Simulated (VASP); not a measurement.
Calculation: PBE GGA, VASP's PBE PAW potentials (set 64) (plane waves; VASP).

VASP input:

**INCAR**
```
SYSTEM = Rb
PREC = Accurate
ENCUT = 400
EDIFF = 1E-6
NELM = 100
ALGO = Normal
LREAL = .FALSE.
LASPH = .TRUE.
ISMEAR = 1
SIGMA = 0.1
GGA = PE
LMAXMIX = 4
LWAVE = .FALSE.
LCHARG = .FALSE.
IBRION = 2
ISIF = 3
NSW = 60
EDIFFG = -0.01
```

POSCAR:
```
Rb
1
   -2.8250000000     2.8250000000     2.8250000000
    2.8250000000    -2.8250000000     2.8250000000
    2.8250000000     2.8250000000    -2.8250000000
Rb
1
Direct
  0.0000000000   0.0000000000   0.0000000000
```

**KPOINTS**
```
Automatic mesh
0
Gamma
8 8 8
0 0 0
```

POTCAR, in this order: Rb_sv (PBE.64 set). Program: vasp_std.

Predict the energy per atom (σ→0), volume per atom, band gap (on the k-mesh).

```json
{
 "energy per atom (σ→0)": "-0.929 eV/atom",
 "band gap (on the k-mesh)": "none (metal, semimetal or under 0.01 eV)",
 "volume_per_atom": "91.26 Å^3/atom"
}
```

OSZICAR:
```
...
       N       E                     dE             d eps       ncg     rms          rms(c)
DAV:   1    -0.933666934428E+00   -0.42307E-02   -0.10219E-01   464   0.239E+00    0.297E-01
DAV:   2    -0.930520665365E+00    0.31463E-02   -0.76543E-03   464   0.731E-01    0.149E-01
DAV:   3    -0.929481249481E+00    0.10394E-02   -0.55569E-03   688   0.469E-01    0.314E-02
DAV:   4    -0.929490365145E+00   -0.91157E-05   -0.96513E-05   560   0.948E-02    0.176E-02
DAV:   5    -0.929503810451E+00   -0.13445E-04   -0.12519E-05   816   0.419E-02    0.109E-02
DAV:   6    -0.929502918568E+00    0.89188E-06   -0.40800E-06   712   0.191E-02
   3 F= -.92950292E+00 E0= -.92901774E+00  d E =-.117519E-03
```

The compound is Rb in the bcc structure. This run relaxes it. Symmetry was kept, so distortions that lower it aren't found.
